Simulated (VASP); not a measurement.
BeS (zinc blende), at 0.96 of the tabulated volume:

```yaml
crystal:
  lattice:
    - [0.00000, 2.40209, 2.40209]
    - [2.40209, 0.00000, 2.40209]
    - [2.40209, 2.40209, 0.00000]
  atoms:
    - { symbol: Be, position: [0.00000, 0.00000, 0.00000] }
    - { symbol: S, position: [0.25000, 0.25000, 0.25000] }
```

The lowest empty band near X, direction across the valley's axis, from mBJ (TB09) with spin-orbit coupling in VASP (PAW); its two spin partners are averaged. The gap over the points computed is 4.24 eV, and the next band on that side lies 1.61 eV away at the edge.

Settings: 400 eV cut-off, 11×11×11 Γ-centred mesh, Gaussian smearing of 0.050 eV, potentials Be S.

```json
[
 {"distance from the edge in k (1/Å)": "0.018", "distance in energy (meV)": "4.0"},
 {"distance from the edge in k (1/Å)": "0.025", "distance in energy (meV)": "7.6"},
 {"distance from the edge in k (1/Å)": "0.035", "distance in energy (meV)": "15.0"},
 {"distance from the edge in k (1/Å)": "0.050", "distance in energy (meV)": "30.6"},
 {"distance from the edge in k (1/Å)": "0.070", "distance in energy (meV)": "59.8"}
]
```

Q: Fit E(1 + αE) = ħ²k²/2m* (ħ²/2m0 = 3.810 eV Å²) and predict the row at 0.095 1/Å.

A: The rows don't resolve α, so a parabola serves: the electron mass is m* = 0.312 m0, and so 110.2 meV. The run gave 109.5 meV, -0.7 meV from the fit.

Left out are points under 3 meV from the edge, since the levels carry 0.1 meV, and points farther than half the way to the next band.

The compound is BeS in the zinc blende structure. The cell was not relaxed at this level.
